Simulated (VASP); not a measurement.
Write the native input for VASP 6.6.1 that does the following.

* Task: single point
* Functional: LDA
* Potentials or basis: VASP PAW LDA potentials, release 64 (Co)
* Cutoff: 520 eV
* k mesh: 16 × 16 × 16
* Occupations: fermi-dirac, width 0.1 eV
* Spin: no spin polarisation
* Dipole correction: no
* Further INCAR settings: ALGO = Normal; EDIFF = 1e-06; NBANDS = 10

The structure of Co lies in POSCAR:

```
Co
1.0
    2.1947034553      0.0000000000      0.0000000000
    0.0000000000      2.1947034553      0.0000000000
    0.0000000000      0.0000000000      2.1947034553
Co
1
Direct
    0.0000000000      0.0000000000      0.0000000000
```

This isn't the form of Co at room conditions, which is hcp.

The input as run:

INCAR

```
SYSTEM = Co
PREC     = Accurate       ! precision mode
ENCUT    = 520            ! plane-wave cutoff, eV
EDIFF    = 1E-6           ! SCF threshold, eV
ISMEAR   = -1             ! smearing method
SIGMA    = 0.1            ! smearing width, eV
LREAL    = .FALSE.        ! projectors in reciprocal space
LASPH    = .TRUE.         ! aspherical terms in the spheres
NELM     = 60             ! most SCF steps
ALGO     = Normal         ! electronic algorithm
ISIF     = 2              ! what is computed and relaxed
LWAVE    = .FALSE.        ! write WAVECAR
LCHARG   = .FALSE.        ! write CHGCAR
GGA      = CA             ! functional
NBANDS   = 10             ! bands
```

KPOINTS

```
Automatic mesh
0
G
  16 16 16
  0 0 0
```

Potentials or basis: VASP PAW LDA potentials, release 64 (Co).

Run with:

```bash
$ cat potpaw_LDA.64/Co/POTCAR > POTCAR
$ mpirun -np 1 vasp_std > vasp.out
```

Results of the run:

```
Pressure               : 9.1 GPa
Band gap on the k mesh : none (metal or under the smearing width)
```

Caveat: the run has no spin polarisation, though such a crystal can be magnetic.

Run time: 4.8 s on 1 thread of Intel(R) Xeon(R) Platinum 8559C (Emerald Rapids) (shared host), peak memory 0.12 GiB.
